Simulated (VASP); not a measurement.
```xyz
2
Lattice="1.1450 -1.9832 0.0000 1.1450 1.9832 0.0000 0.0000 0.0000 3.5800" Properties=species:S:1:pos:R:3 pbc="T T T"
Be     1.1450     0.6611     0.8950
Be     1.1450    -0.6611     2.6850
```

The base run (VASP): PBE GGA, plane waves, VASP's PBE PAW potentials (set 64). Numerical set-up: 400 eV cut-off, 16×16×9 Γ-centred mesh, first-order Methfessel-Paxton smearing of 0.10 eV, potentials Be.

One setting is varied; ΔE counts from the base run. The base run took about 5 core-seconds. Times come from single runs on busy shared machines, so they are rough: good to a factor of about 2.

| setting | cost over the base run | electronic steps | ΔE (meV/atom) |
|---|---|---|---|
| AMIX = 1.0, BMIX = 0.0001, IMIX = 1 | within a factor of 2 | 9 | 0.0 |
| AMIX = 1.0, BMIX = 1.0, IMIX = 4 | within a factor of 2 | 9 | 0.0 |
| AMIX = 0.6, BMIX = 1.0, IMIX = 4 | within a factor of 2 | 9 | 0.0 |
| base run | reference | 9 | 0.0 |
| AMIX = 1.0, BMIX = 3.0, IMIX = 4 | within a factor of 2 | 10 | 0.0 |
| AMIX = 0.1, BMIX = 0.0001, IMIX = 1 | about 4 times | 49 | 0.0 |

Left out are runs that failed, have no time on record or changed the cell.

The compound is Be in the hcp structure. The cell was not relaxed at this level.
